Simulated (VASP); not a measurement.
As:

```
As
1.0
     1.88080    1.08588    3.51406
    -1.88080    1.08588    3.51406
     0.00000   -2.17176    3.51406
As
2
Direct
  0.77400 0.77400 0.77400
  0.22600 0.22600 0.22600
```

| Item | Value |
| --- | --- |
| Program | VASP 6.6.1 |
| Task | relaxation of cell and atoms |
| Functional | r2SCAN |
| Potentials or basis | VASP PAW PBE potentials, release 64 (As) |
| Cutoff | 600 eV |
| k mesh | 12 × 12 × 12 |
| Occupations | methfessel-paxton, width 0.1 eV |
| Spin | no spin polarisation |

At the start: pressure 2.0 GPa; volume 21.53 Å³/atom.

Task: Where does the relaxation end?

Result: Over 26 steps the energy falls by 20.0 meV/atom and the volume is 28.27 Å³/atom (+31.3 %); space group R-3m (No. 166, to 0.05 Å).

Step by step:
```tsv
step	energy change (eV)	largest force (eV/Å)	pressure (GPa)	volume (Å³)
1	0.0000	0.2086	2.01	43.06
2	-0.0028	0.2496	-1.36	44.76
3	-0.0070	0.0537	0.04	44.01
4	-0.0080	0.0533	0.06	44.11
5	-0.0103	0.0516	0.06	44.43
6	-0.0136	0.0411	0.14	45.06
7	-0.0166	0.0037	0.49	46.25
8	-0.0186	0.2087	1.57	48.40
9	-0.0191	0.1977	1.52	48.50
10	-0.0206	0.1639	1.36	48.77
11	-0.0233	0.0962	1.06	49.32
12	-0.0271	0.0513	0.45	50.41
13	-0.0276	0.3499	-0.54	52.57
14	-0.0286	0.2178	-0.16	51.65
15	-0.0285	0.1645	0.02	51.29
16	-0.0286	0.1855	-0.05	51.43
17	-0.0292	0.1875	-0.10	51.70
18	-0.0308	0.1837	-0.23	52.50
19	-0.0351	0.1679	-0.42	54.09
20	-0.0389	0.1229	-0.55	57.23
21	-0.0388	0.1261	-0.54	56.54
22	-0.0397	0.0791	0.23	56.61
23	-0.0399	0.0150	-0.01	56.59
24	-0.0399	0.0106	-0.03	56.59
25	-0.0399	0.0079	-0.04	56.59
26	-0.0399	0.0021	-0.02	56.54
```

Final structure:
```xyz
2
Lattice="1.7950 1.0363 5.0660 -1.7950 1.0363 5.0660 0.0000 -2.0727 5.0660" Properties=species:S:1:pos:R:3 pbc="T T T"
As    0.0000    0.0000   11.9805
As    0.0000    0.0000    3.2176
```

Caveat: the volume moved by over 15 % at a fixed basis, so the end points are rough; the PAW data sets were made with another functional, which shifts forces and pressure a little; the volume moved by +31 % from the deposited cell, more than functionals usually miss.
